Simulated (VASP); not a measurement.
Output of a VASP run:

**OSZICAR**
```
       N       E                     dE             d eps       ncg     rms          rms(c)
DAV:   1     0.465507649964E+03    0.46551E+03   -0.23046E+04  6162   0.312E+03
DAV:   2     0.399881478356E+02   -0.42552E+03   -0.41655E+03  5100   0.727E+02
DAV:   3    -0.285936636825E+02   -0.68582E+02   -0.67091E+02  5750   0.180E+02
DAV:   4    -0.321841012762E+02   -0.35904E+01   -0.35563E+01  6260   0.477E+01
DAV:   5    -0.322713849557E+02   -0.87284E-01   -0.87156E-01  6420   0.772E+00    0.259E+01
DAV:   6    -0.314965337054E+02    0.77485E+00   -0.93901E+00  5620   0.181E+01    0.140E+01
DAV:   7    -0.311690174788E+02    0.32752E+00   -0.32606E+00  6056   0.129E+01    0.847E+00
DAV:   8    -0.310763817711E+02    0.92636E-01   -0.35718E-01  5948   0.457E+00    0.169E+00
DAV:   9    -0.310703753987E+02    0.60064E-02   -0.84759E-02  6732   0.224E+00    0.469E-01
DAV:  10    -0.310685671632E+02    0.18082E-02   -0.15108E-02  5594   0.912E-01    0.151E-01
DAV:  11    -0.310686163981E+02   -0.49235E-04   -0.73405E-04  7078   0.208E-01    0.473E-02
DAV:  12    -0.310686216370E+02   -0.52390E-05   -0.10850E-04  6160   0.635E-02    0.397E-02
DAV:  13    -0.310686141009E+02    0.75361E-05   -0.38628E-05  5450   0.414E-02    0.602E-03
DAV:  14    -0.310686145137E+02   -0.41278E-06   -0.20105E-06  4466   0.981E-03
   1 F= -.31068615E+02 E0= -.31068128E+02  d E =-.310686E+02
       N       E                     dE             d eps       ncg     rms          rms(c)
DAV:   1    -0.310701065089E+02   -0.14924E-02   -0.56627E-02  7672   0.202E+00    0.261E-01
DAV:   2    -0.310690500214E+02    0.10565E-02   -0.54750E-03  6174   0.649E-01    0.126E-01
DAV:   3    -0.310687739920E+02    0.27603E-03   -0.90218E-04  6482   0.249E-01    0.687E-02
DAV:   4    -0.310686671930E+02    0.10680E-03   -0.24065E-04  6646   0.134E-01    0.215E-02
DAV:   5    -0.310686636300E+02    0.35630E-05   -0.20503E-05  6686   0.433E-02    0.144E-02
DAV:   6    -0.310686633211E+02    0.30896E-06   -0.42922E-06  5126   0.178E-02
   2 F= -.31068663E+02 E0= -.31068178E+02  d E =-.488074E-04
```

File OUTCAR:
```
------------------------ aborting loop because EDIFF is reached ----------------------------------------
  FORCE on cell =-STRESS in cart. coord.  units (eV):
  Direction    XX          YY          ZZ          XY          YZ          ZX
  --------------------------------------------------------------------------------------
  Total        0.0897295      0.0897295      0.0726843      0.0000000      0.0000000      0.0000000
  in kB        1.6197287      1.6197287      1.3120403      0.0000000      0.0000000      0.0000000
  external PRESSURE =       1.5171659 kB  Pullay stress =       0.0000000 kB
  volume of cell :       88.76
      direct lattice vectors                 reciprocal lattice vectors
    -2.095348573  2.095348573  5.053953359     0.000000000  0.238623782  0.098932452
     2.095348573 -2.095348573  5.053953359     0.238623782  0.000000000  0.098932452
     2.095348573  2.095348573 -5.053953359     0.238623782  0.238623782  0.000000000
 POSITION                                       TOTAL-FORCE (eV/Angst)
 -----------------------------------------------------------------------------------
      2.09535      2.09535      5.05395         0.000000      0.000000     -0.000000
      0.00000      0.00000      6.25606        -0.000000     -0.000000     -0.018814
      2.09535      2.09535     -1.20211         0.000000      0.000000      0.018814
      0.00000      2.09535      2.52698         0.000000      0.000000     -0.000000
      2.09535      0.00000      2.52698         0.000000      0.000000     -0.000000
 -----------------------------------------------------------------------------------
    total drift:                               -0.000000      0.000000      0.000000
  FREE ENERGIE OF THE ION-ELECTRON SYSTEM (eV)
  ---------------------------------------------------
  free  energy   TOTEN  =       -31.0686633211 eV

  energy  without entropy=      -31.0672080552  energy(sigma->0) =      -31.06817823

 reached required accuracy - stopping structural energy minimisation
```
(Selected blocks of OUTCAR.)

**POSCAR**
```
Tb(GePd)2
1
   -2.0970316591     2.0970316591     5.0528116935
    2.0970316591    -2.0970316591     5.0528116935
    2.0970316591     2.0970316591    -5.0528116935
Tb Ge Pd
1 2 2
Direct
  0.0000000000   0.0000000000   0.0000000000
  0.6187573393   0.6187573393   0.0000000000
  0.3812426607   0.3812426607   0.0000000000
  0.7500000000   0.2500000000   0.5000000000
  0.2500000000   0.7500000000   0.5000000000
```

Q: Write an INCAR and KPOINTS that could have produced this output.

A: Several could match; the one computed here: the input of the run itself, PBEsol GGA, plane waves, VASP's PBE PAW potentials (set 64).

**INCAR**
```
! general
SYSTEM   =  Tb(GePd)2
PREC     =  Accurate
ENCUT    =  400
LREAL    =  F
LASPH    =  T

! electronic loop
EDIFF    =  1E-6
NELM     =  100
ALGO     =  Normal
LMAXMIX  =  6

! smearing
ISMEAR   =  1
SIGMA    =  0.1

! functional
GGA      =  PS

! ions
IBRION   =  2
NSW      =  60
ISIF     =  3
EDIFFG   =  -0.02

! output
LWAVE    =  F
LCHARG   =  F
```

KPOINTS:
```
Automatic mesh
0
Gamma
9 9 9
0 0 0
```

POTCAR, in this order: Tb_3 Ge_d Pd (PBE.64 set). Program: vasp_std.

The 4f electrons are frozen in the core of the lanthanide potential, so 4f levels, which can set the real gap, and their magnetism are missing.

The structure comes from a computed database's Pd2TbGe2 entry (I4/mmm); how it stands against other phases isn't given here. This run relaxes it. Symmetry was kept, so distortions that lower it aren't found. The start is the result of an earlier pass. The electron count is odd and the run is not spin-polarised, which forces a metal.
